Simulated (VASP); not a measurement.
Data:

```
ZrC
1.0
    0.00000     2.38806     2.38806
    2.38806     0.00000     2.38806
    2.38806     2.38806     0.00000
Zr C
1 1
Cartesian
  0.00000   0.00000   0.00000
  2.38806   2.38806   2.38806
```

Calculation: vdW-DF-cx, VASP's PBE PAW potentials (set 64) (plane waves; VASP). Run with 520 eV cut-off, 13×13×13 Γ-centred mesh, first-order Methfessel-Paxton smearing of 0.10 eV, potentials Zr_sv C.

Give the stress tensor in GPa (positive for a compressed cell).

```
-12.09    0.00    0.00
  0.00  -12.09    0.00
  0.00    0.00  -12.09
```
The pressure is its mean diagonal, -12.09 GPa.

The compound is ZrC in the rock salt structure. This cell is one point of a volume scan, at 1.06 of the reference volume.
